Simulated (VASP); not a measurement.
# CoAsPtS2 (Cc) in VASP: notebook, part 2 of 2

VASP 6.6.1. The steps go on from the part before.

## 3. Single point, r2SCAN

File POSCAR:

```
CoAsPtS2
1.0
    3.7815366600      0.0000000000      0.0000000000
    1.8907678200     -7.9919692700      0.0000000000
    0.0000000000      0.0000000000     -5.8917872100
Pt Co As S
2 2 2 4
Direct
    0.2330000000      0.6400000000      0.7500000000
    0.8730000000      0.3600000000      0.2500000000
    0.5060000000      0.0920000000      0.7510000000
    0.5980000000      0.9080000000      0.2510000000
    0.2820000000      0.5400000000      0.1330000000
    0.8220000000      0.4600000000      0.6330000000
    0.4660000000      0.1680000000      0.3500000000
    0.6340000000      0.8320000000      0.8500000000
    0.1660000000      0.7680000000      0.3500000000
    0.9340000000      0.2320000000      0.8500000000
```

File INCAR.step1:

```
SYSTEM = CoAsPtS2
PREC = Accurate ; ENCUT = 520
ISMEAR = -1 ; SIGMA = 0.1
LREAL = .FALSE. ; LASPH = .TRUE.
NELM = 100 ; NBANDS = 47
GGA = PE ; ALGO = Normal
EDIFF = 1E-4 ; LWAVE = .TRUE.
LCHARG = .FALSE.
```

File INCAR.step2:

```
SYSTEM = CoAsPtS2
PREC = Accurate ; ENCUT = 520
EDIFF = 1E-6 ; ISMEAR = -1
SIGMA = 0.1 ; LREAL = .FALSE.
LASPH = .TRUE. ; NELM = 100
ALGO = Normal ; ISIF = 2
LWAVE = .FALSE. ; LCHARG = .FALSE.
METAGGA = R2SCAN ; LMIXTAU = .TRUE.
NBANDS = 47 ; ISTART = 1
```

File KPOINTS:

```
regular mesh
0
G
  5 5 3
  0 0 0
```

Potentials or basis: VASP PAW PBE potentials, release 64 (Pt, Co, As, S).

Command:

```sh
> cat potpaw_PBE.64/Pt/POTCAR potpaw_PBE.64/Co/POTCAR potpaw_PBE.64/As/POTCAR potpaw_PBE.64/S/POTCAR > POTCAR
> cp INCAR.step1 INCAR
> mpirun -np 1 vasp_std > vasp.out
> cp INCAR.step2 INCAR
> mpirun -np 1 vasp_std > vasp.out
```

OUTCAR:

```text
SYSTEM = CoAsPtS2
   PREC = Accurate
   ENCUT = 520
   EDIFF = 1E-6
   ISMEAR = -1
   LREAL = .FALSE.
   LASPH = .TRUE.
   NELM = 100
   ISIF = 2
   METAGGA = R2SCAN
   ISTART = 1

 ion  position               nearest neighbor table
   1  0.233  0.640  0.750-   5 2.39   6 2.47   6 2.48   8 2.50   8 2.51   9 2.57
   2  0.873  0.360  0.250-   6 2.39   5 2.47   5 2.48   7 2.50   7 2.51  10 2.57
   3  0.506  0.092  0.751-   8 2.16  10 2.27  10 2.28   7 2.44
   4  0.598  0.908  0.251-   7 2.16   9 2.27   9 2.28   8 2.44
   5  0.282  0.540  0.133-   9 2.23   1 2.39   2 2.47   2 2.48
   6  0.822  0.460  0.633-  10 2.23   2 2.39   1 2.47   1 2.48
   7  0.466  0.168  0.350-   4 2.16   3 2.44   2 2.50   2 2.51
   8  0.634  0.832  0.850-   3 2.16   4 2.44   1 2.50   1 2.51
   9  0.166  0.768  0.350-   5 2.23   4 2.27   4 2.28   1 2.57
  10  0.934  0.232  0.850-   6 2.23   3 2.27   3 2.28   2 2.57

  LATTYP: Found a base centered orthorhombic cell.
 ALAT       =     3.7815366600
 B/A-ratio  =     4.2268368595
 C/A-ratio  =     1.5580404845

  Lattice vectors:

 A1 = (   1.8907688400,   7.9919692700,   0.0000000000)
 A2 = (   1.8907678200,  -7.9919692700,   0.0000000000)
 A3 = (   0.0000000000,   0.0000000000,  -5.8917872100)

Analysis of symmetry for initial positions (statically):
=====================================================================
 Subroutine PRICEL returns:
 Original cell was already a primitive cell.

 Routine SETGRP: Setting up the symmetry group for a
 base centered orthorhombic supercell.

 Subroutine GETGRP returns: Found  2 space group operations
 (whereof  1 operations were pure point group operations)
 out of a pool of  8 trial point group operations.

The static configuration has the point symmetry C_1 .
 The point group associated with its full space group is C_1h.

Analysis of symmetry for dynamics (positions and initial velocities):
[... 151 lines left out ...]
   LORBIT       =      0    0 simple, 1 ext, 2 COOP (PROOUT), +10 PAW based schemes
   METAGGA = R2SCAN    functional components
   LHFCALC =     F    Hartree Fock is set to
   AEXX    =    0.0000 exact exchange contribution
   IVDW    =     0    specifies the selected vdW correction
   LEPSILON=     F    determine dielectric tensor
   LRPA    =     F    only Hartree local field effects (RPA)
 non-spin polarized calculation
  energy-cutoff  :      520.00
  volume of cell :      178.06
 maximum number of plane-waves:      4811
   NGX = 15   NGY = 31   NGZ = 21

 number of electron      72.0000001 magnetization

 Free energy of the ion-electron system (eV)
  ---------------------------------------------------
  ext. energy  EPLUGINS =         0.00000000
  ---------------------------------------------------
  free energy    TOTEN  =      -193.83730320 eV

  energy without entropy =     -193.58954548  energy(sigma->0) =     -193.71342434

 E-fermi :   6.8365     XC(G=0): -11.3860

 val. band max:        6.8332337862   @ k =  -0.4000  -0.2000   0.3333
 cond. band min:       6.8371097065   @ k =   0.0000   0.0000   0.0000
 fundamental gap:      0.0038759203
 Fermi energy:         6.8365356010

 k-point     1 :       0.0000    0.0000    0.0000
  band No.  band energies     occupation
      1      -9.4771      2.00000
      2      -8.7586      2.00000
      3      -7.4554      2.00000
      4      -7.3030      2.00000
      5      -5.5075      2.00000
      6      -4.8909      2.00000
[... 1189 lines left out ...]
     46      12.3517      0.00000
     47      12.6710      0.00000

------------------------ aborting loop because EDIFF is reached ----------------------------------------

  FORCE on cell =-STRESS in cart. coord.  units (eV):
  Direction    XX          YY          ZZ          XY          YZ          ZX
  --------------------------------------------------------------------------------------
  -------------------------------------------------------------------------------------
  Total       -7.7673146     -2.6394067     -6.4507302     -0.0000002      0.0000000      0.0148329
  in kB      -69.8895598    -23.7491311    -58.0430580     -0.0000015      0.0000000      0.1334653
  external PRESSURE =     -50.5605830 kB  Pullay stress =       0.0000000 kB

 VOLUME and BASIS-vectors are now :
 -----------------------------------------------------------------------------
  energy-cutoff  :      520.00
  volume of cell :      178.06
      direct lattice vectors                 reciprocal lattice vectors
     3.781536660  0.000000000  0.000000000     0.264442762  0.062562786  0.000000000
     1.890767820 -7.991969270  0.000000000     0.000000000 -0.125125606  0.000000000
     0.000000000  0.000000000 -5.891787210     0.000000000  0.000000000 -0.169727786

 POSITION                                       TOTAL-FORCE (eV/Angst)
 -----------------------------------------------------------------------------------
      2.09119     -5.11486     -4.41884        -0.088913     -0.400204      0.796968
      3.98196     -2.87711     -1.47295        -0.088913      0.400204      0.796968
      2.08741     -0.73526     -4.42473        -0.042328     -0.663489      0.772328
      3.97818     -7.25671     -1.47884        -0.042328      0.663489      0.772328
      2.08741     -4.31566     -0.78361         0.036649      0.862784     -0.120621
      3.97818     -3.67631     -3.72950         0.036648     -0.862784     -0.120621
      2.07985     -1.34265     -2.06213         0.058811      0.751697     -1.172778
      3.97061     -6.64932     -5.00802         0.058811     -0.751697     -1.172778
      2.07984     -6.13783     -2.06213         0.035782     -1.475338     -0.275896
      3.97061     -1.85414     -5.00802         0.035782      1.475338     -0.275896
 -----------------------------------------------------------------------------------
    total drift:                                0.000202      0.000033      0.000121

  FREE ENERGIE OF THE ION-ELECTRON SYSTEM (eV)
  ---------------------------------------------------
  free  energy   TOTEN  =      -193.8373031984 eV

  energy  without entropy=     -193.5895454818  energy(sigma->0) =     -193.71342434
```

OSZICAR.step1:

```text
N       E                     dE             d eps       ncg     rms          rms(c)
DAV:   1     0.574524960036E+03    0.57452E+03   -0.31203E+04  2256   0.148E+03
DAV:   2     0.860875238612E+01   -0.56592E+03   -0.53627E+03  2403   0.345E+02
DAV:   3    -0.557760858245E+02   -0.64385E+02   -0.61567E+02  2864   0.126E+02
DAV:   4    -0.585051914392E+02   -0.27291E+01   -0.27001E+01  2746   0.275E+01
DAV:   5    -0.586118594255E+02   -0.10667E+00   -0.10659E+00  3218   0.524E+00    0.258E+01
DAV:   6    -0.664446492292E+02   -0.78328E+01   -0.78926E+01  3038   0.842E+01    0.340E+01
DAV:   7    -0.551145738202E+02    0.11330E+02   -0.31800E+01  2864   0.127E+02    0.171E+01
DAV:   8    -0.549389717942E+02    0.17560E+00   -0.85653E+00  3167   0.172E+01    0.549E+00
DAV:   9    -0.548890474552E+02    0.49924E-01   -0.12641E+00  3248   0.737E+00    0.368E+00
DAV:  10    -0.548217650767E+02    0.67282E-01   -0.58712E-01  3311   0.659E+00    0.123E+00
DAV:  11    -0.548155599407E+02    0.62051E-02   -0.55048E-02  3464   0.204E+00    0.546E-01
DAV:  12    -0.548161213540E+02   -0.56141E-03   -0.70423E-03  3267   0.733E-01    0.326E-01
DAV:  13    -0.548155990286E+02    0.52233E-03   -0.20983E-03  3296   0.376E-01    0.835E-02
DAV:  14    -0.548155932917E+02    0.57369E-05   -0.16138E-04  1636   0.775E-02
   1 F= -.54815593E+02 E0= -.54681772E+02  d E =-.267642E+00
```

Run time: 6.8 min. Hardware: 1 thread of Intel Xeon 6975P-C (Granite Rapids), shared host; peak memory 0.43 GiB.

Results:

```
Free energy            : -193.8373 eV
Pressure               : -5.1 GPa
Largest force          : 1.501 eV/Å
Band gap on the k mesh : none (metal or under the smearing width)
```

Forces in eV/Å, atoms in the order of the input:
```
Pt  -0.089 -0.400  0.797
Pt  -0.089  0.400  0.797
Co  -0.042 -0.663  0.772
Co  -0.042  0.663  0.772
As   0.037  0.863 -0.121
As   0.037 -0.863 -0.121
S    0.059  0.752 -1.173
S    0.059 -0.752 -1.173
S    0.036 -1.475 -0.276
S    0.036  1.475 -0.276
```

Stress tensor (GPa, compression positive):
```
-6.99  0.00  0.01
 0.00 -2.37  0.00
 0.01  0.00 -5.80
```

Levels at points of the mesh, in eV from the Fermi level:
```csv
k point,band 32,band 33,band 34,band 35,band 36,band 37,band 38,band 39
"(0.00, 0.00, 0.00)",-1.10,-0.82,-0.65,0.00,0.21,0.30,0.44,0.99
```

Caveat: the PAW data sets were made with another functional, which shifts forces and pressure a little; the run has no spin polarisation, though such a crystal can be magnetic. Spin-orbit coupling is left out, which matters for the levels of Pt.

## 4. Single point, r2SCAN

POSCAR is that of step 3.

File INCAR.step1:

```
SYSTEM = CoAsPtS2
  PREC = Accurate
  ENCUT = 520
  ISMEAR = -1
  SIGMA = 0.1
  LREAL = .False.
  LASPH = .True.
  NELM = 100
  NBANDS = 47
  GGA = PE
  ALGO = Normal
  EDIFF = 1E-4
  LWAVE = .True.
  LCHARG = .False.
```

File INCAR.step2:

```
SYSTEM = CoAsPtS2
  PREC = Accurate
  ENCUT = 520
  EDIFF = 1E-6
  ISMEAR = -1
  SIGMA = 0.1
  LREAL = .False.
  LASPH = .True.
  NELM = 100
  ALGO = Normal
  ISIF = 2
  LWAVE = .False.
  LCHARG = .False.
  METAGGA = R2SCAN
  LMIXTAU = .True.
  NBANDS = 47
  ISTART = 1
```

File KPOINTS:

```
regular mesh
0
Gamma
  5 5 3
  0 0 0
```

Potentials or basis: VASP PAW PBE potentials, release 64 (Pt, Co, As, S).

Command:

```sh
> cat potpaw_PBE.64/Pt/POTCAR potpaw_PBE.64/Co/POTCAR potpaw_PBE.64/As/POTCAR potpaw_PBE.64/S/POTCAR > POTCAR
> cp INCAR.step1 INCAR
> mpirun -np 1 vasp_std > vasp.out
> cp INCAR.step2 INCAR
> mpirun -np 1 vasp_std > vasp.out
```

OUTCAR:

```text
SYSTEM = CoAsPtS2
   PREC = Accurate
   ENCUT = 520
   EDIFF = 1E-6
   ISMEAR = -1
   LREAL = .False.
   LASPH = .True.
   NELM = 100
   ISIF = 2
   METAGGA = R2SCAN
   ISTART = 1

 ion  position               nearest neighbor table
   1  0.233  0.640  0.750-   5 2.39   6 2.47   6 2.48   8 2.50   8 2.51   9 2.57
   2  0.873  0.360  0.250-   6 2.39   5 2.47   5 2.48   7 2.50   7 2.51  10 2.57
   3  0.506  0.092  0.751-   8 2.16  10 2.27  10 2.28   7 2.44
   4  0.598  0.908  0.251-   7 2.16   9 2.27   9 2.28   8 2.44
   5  0.282  0.540  0.133-   9 2.23   1 2.39   2 2.47   2 2.48
   6  0.822  0.460  0.633-  10 2.23   2 2.39   1 2.47   1 2.48
   7  0.466  0.168  0.350-   4 2.16   3 2.44   2 2.50   2 2.51
   8  0.634  0.832  0.850-   3 2.16   4 2.44   1 2.50   1 2.51
   9  0.166  0.768  0.350-   5 2.23   4 2.27   4 2.28   1 2.57
  10  0.934  0.232  0.850-   6 2.23   3 2.27   3 2.28   2 2.57

  LATTYP: Found a base centered orthorhombic cell.
 ALAT       =     3.7815366600
 B/A-ratio  =     4.2268368595
 C/A-ratio  =     1.5580404845

  Lattice vectors:

 A1 = (   1.8907688400,   7.9919692700,   0.0000000000)
 A2 = (   1.8907678200,  -7.9919692700,   0.0000000000)
 A3 = (   0.0000000000,   0.0000000000,  -5.8917872100)

Analysis of symmetry for initial positions (statically):
=====================================================================
 Subroutine PRICEL returns:
 Original cell was already a primitive cell.

 Routine SETGRP: Setting up the symmetry group for a
 base centered orthorhombic supercell.

 Subroutine GETGRP returns: Found  2 space group operations
 (whereof  1 operations were pure point group operations)
 out of a pool of  8 trial point group operations.

The static configuration has the point symmetry C_1 .
 The point group associated with its full space group is C_1h.

Analysis of symmetry for dynamics (positions and initial velocities):
[... 151 lines left out ...]
   LORBIT       =      0    0 simple, 1 ext, 2 COOP (PROOUT), +10 PAW based schemes
   METAGGA = R2SCAN    functional components
   LHFCALC =     F    Hartree Fock is set to
   AEXX    =    0.0000 exact exchange contribution
   IVDW    =     0    specifies the selected vdW correction
   LEPSILON=     F    determine dielectric tensor
   LRPA    =     F    only Hartree local field effects (RPA)
 non-spin polarized calculation
  energy-cutoff  :      520.00
  volume of cell :      178.06
 maximum number of plane-waves:      4811
   NGX = 15   NGY = 31   NGZ = 21

 number of electron      72.0000001 magnetization

 Free energy of the ion-electron system (eV)
  ---------------------------------------------------
  ext. energy  EPLUGINS =         0.00000000
  ---------------------------------------------------
  free energy    TOTEN  =      -193.83730320 eV

  energy without entropy =     -193.58954548  energy(sigma->0) =     -193.71342434

 E-fermi :   6.8365     XC(G=0): -11.3860

 val. band max:        6.8332337862   @ k =  -0.4000  -0.2000   0.3333
 cond. band min:       6.8371097066   @ k =   0.0000   0.0000   0.0000
 fundamental gap:      0.0038759203
 Fermi energy:         6.8365356010

 k-point     1 :       0.0000    0.0000    0.0000
  band No.  band energies     occupation
      1      -9.4771      2.00000
      2      -8.7586      2.00000
      3      -7.4554      2.00000
      4      -7.3030      2.00000
      5      -5.5075      2.00000
      6      -4.8909      2.00000
[... 1189 lines left out ...]
     46      12.3517      0.00000
     47      12.6710      0.00000

------------------------ aborting loop because EDIFF is reached ----------------------------------------

  FORCE on cell =-STRESS in cart. coord.  units (eV):
  Direction    XX          YY          ZZ          XY          YZ          ZX
  --------------------------------------------------------------------------------------
  -------------------------------------------------------------------------------------
  Total       -7.7673147     -2.6394067     -6.4507302     -0.0000002      0.0000000      0.0148329
  in kB      -69.8895609    -23.7491311    -58.0430578     -0.0000015      0.0000000      0.1334654
  external PRESSURE =     -50.5605833 kB  Pullay stress =       0.0000000 kB

 VOLUME and BASIS-vectors are now :
 -----------------------------------------------------------------------------
  energy-cutoff  :      520.00
  volume of cell :      178.06
      direct lattice vectors                 reciprocal lattice vectors
     3.781536660  0.000000000  0.000000000     0.264442762  0.062562786  0.000000000
     1.890767820 -7.991969270  0.000000000     0.000000000 -0.125125606  0.000000000
     0.000000000  0.000000000 -5.891787210     0.000000000  0.000000000 -0.169727786

 POSITION                                       TOTAL-FORCE (eV/Angst)
 -----------------------------------------------------------------------------------
      2.09119     -5.11486     -4.41884        -0.088913     -0.400204      0.796968
      3.98196     -2.87711     -1.47295        -0.088913      0.400204      0.796968
      2.08741     -0.73526     -4.42473        -0.042328     -0.663489      0.772328
      3.97818     -7.25671     -1.47884        -0.042328      0.663489      0.772328
      2.08741     -4.31566     -0.78361         0.036649      0.862784     -0.120621
      3.97818     -3.67631     -3.72950         0.036648     -0.862784     -0.120621
      2.07985     -1.34265     -2.06213         0.058811      0.751697     -1.172778
      3.97061     -6.64932     -5.00802         0.058811     -0.751697     -1.172778
      2.07984     -6.13783     -2.06213         0.035782     -1.475338     -0.275896
      3.97061     -1.85414     -5.00802         0.035782      1.475338     -0.275896
 -----------------------------------------------------------------------------------
    total drift:                                0.000202      0.000033      0.000121

  FREE ENERGIE OF THE ION-ELECTRON SYSTEM (eV)
  ---------------------------------------------------
  free  energy   TOTEN  =      -193.8373031990 eV

  energy  without entropy=     -193.5895454824  energy(sigma->0) =     -193.71342434
```

OSZICAR.step1:

```text
N       E                     dE             d eps       ncg     rms          rms(c)
DAV:   1     0.574524960036E+03    0.57452E+03   -0.31203E+04  2256   0.148E+03
DAV:   2     0.860875238578E+01   -0.56592E+03   -0.53627E+03  2403   0.345E+02
DAV:   3    -0.557760858239E+02   -0.64385E+02   -0.61567E+02  2864   0.126E+02
DAV:   4    -0.585051914397E+02   -0.27291E+01   -0.27001E+01  2746   0.275E+01
DAV:   5    -0.586118594260E+02   -0.10667E+00   -0.10659E+00  3218   0.524E+00    0.258E+01
DAV:   6    -0.664446492289E+02   -0.78328E+01   -0.78926E+01  3038   0.842E+01    0.340E+01
DAV:   7    -0.551145738199E+02    0.11330E+02   -0.31800E+01  2864   0.127E+02    0.171E+01
DAV:   8    -0.549389717934E+02    0.17560E+00   -0.85653E+00  3167   0.172E+01    0.549E+00
DAV:   9    -0.548890474552E+02    0.49924E-01   -0.12641E+00  3248   0.737E+00    0.368E+00
DAV:  10    -0.548217650773E+02    0.67282E-01   -0.58712E-01  3311   0.659E+00    0.123E+00
DAV:  11    -0.548155599409E+02    0.62051E-02   -0.55048E-02  3464   0.204E+00    0.546E-01
DAV:  12    -0.548161213526E+02   -0.56141E-03   -0.70423E-03  3267   0.733E-01    0.326E-01
DAV:  13    -0.548155990290E+02    0.52232E-03   -0.20983E-03  3296   0.376E-01    0.835E-02
DAV:  14    -0.548155932922E+02    0.57367E-05   -0.16138E-04  1636   0.775E-02
   1 F= -.54815593E+02 E0= -.54681772E+02  d E =-.267642E+00
```

Wall time 7.1 min (1 thread of AMD EPYC 9R45 (Zen 5), shared host); peak memory 0.41 GiB.

Results:

| Property | Result |
| --- | --- |
| Free energy | -193.8373 eV |
| Pressure | -5.1 GPa |
| Largest force | 1.501 eV/Å |
| Band gap on the k mesh | none (metal or under the smearing width) |

Forces in eV/Å, atoms in the order of the input:
```
Pt  -0.089 -0.400  0.797
Pt  -0.089  0.400  0.797
Co  -0.042 -0.663  0.772
Co  -0.042  0.663  0.772
As   0.037  0.863 -0.121
As   0.037 -0.863 -0.121
S    0.059  0.752 -1.173
S    0.059 -0.752 -1.173
S    0.036 -1.475 -0.276
S    0.036  1.475 -0.276
```

Caveat: the PAW data sets were made with another functional, which shifts forces and pressure a little; the run has no spin polarisation, though such a crystal can be magnetic.
